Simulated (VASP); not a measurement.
Consider the following.

```
CELL_PARAMETERS angstrom
      5.10878     0.00000     0.00000
      0.00000     5.10878     0.00000
      0.00000     0.00000     5.10878
ATOMIC_POSITIONS crystal
  Sn 0.00000 0.50000 0.50000
  Sn 0.50000 0.50000 0.00000
  Sn 0.50000 0.00000 0.50000
  Sn 0.00000 0.00000 0.00000
  O  0.33948 0.16052 0.83948
  O  0.66052 0.83948 0.16052
  O  0.16052 0.83948 0.33948
  O  0.83948 0.16052 0.66052
  O  0.83948 0.33948 0.16052
  O  0.16052 0.66052 0.83948
  O  0.66052 0.66052 0.66052
  O  0.33948 0.33948 0.33948
```

Calculation: r2SCAN meta-GGA, VASP's PBE PAW potentials (set 64) (plane waves; VASP). Run with 520 eV cut-off, 5×5×5 Γ-centred mesh, tetrahedra with Blöchl corrections, potentials Sn_d O.

Unless said otherwise, spin-orbit coupling is left out, though it shifts the bands of the heavy elements here.

**Question.** What does the run give for the energy per atom (σ→0), band gap (over mesh and band path) with the smallest direct gap where there is one?

**Answer.** 
| Item | Value |
|---|---|
| band gap (over mesh and band path) | 1.58 eV |
| smallest direct gap (over mesh and band path) | 1.65 eV |
| energy per atom (σ→0) | -14.008 eV/atom |

The structure comes from a computed database's SnO2 entry (Pa-3); how it stands against other phases isn't given here. It was relaxed first.
